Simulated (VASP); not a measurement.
```
CELL_PARAMETERS angstrom
     -2.69280     2.69280     2.69280
      2.69280    -2.69280     2.69280
      2.69280     2.69280    -2.69280
ATOMIC_POSITIONS crystal
  K  0.00000 0.00000 0.00000
```

The base run (VASP): PBE GGA, plane waves, VASP's PBE PAW potentials (set 64). Settings: 400 eV cut-off, 9×9×9 Γ-centred mesh, first-order Methfessel-Paxton smearing of 0.10 eV, potentials K_sv.

One setting is varied; ΔE counts from the base run. The base run took about 7 core-seconds. Times come from single runs on busy shared machines, so they are rough: good to a factor of about 2.

Pressures at a finite cut-off, here 400 eV, hold a Pulay part, which wasn't tested here.

| setting | cost over the base run | electronic steps | ΔE (meV/atom) | pressure (GPa) |
|---|---|---|---|---|
| KPOINTS 2×2×2 Monkhorst-Pack mesh | about 1/3 | 10 | 106.1 | -0.01 |
| KPOINTS 8×8×8 Monkhorst-Pack mesh | within a factor of 2 | 10 | -0.8 | -0.20 |
| KPOINTS 9×9×9 Monkhorst-Pack mesh | within a factor of 2 | 10 | 0.0 | -0.19 |
| base run | reference | 10 | 0.0 | -0.19 |
| KPOINTS 11×11×11 Monkhorst-Pack mesh | within a factor of 2 | 10 | 1.0 | -0.19 |

Left out are runs that failed, have no time on record or changed the cell.

The compound is K in the bcc structure. The cell was not relaxed at this level.
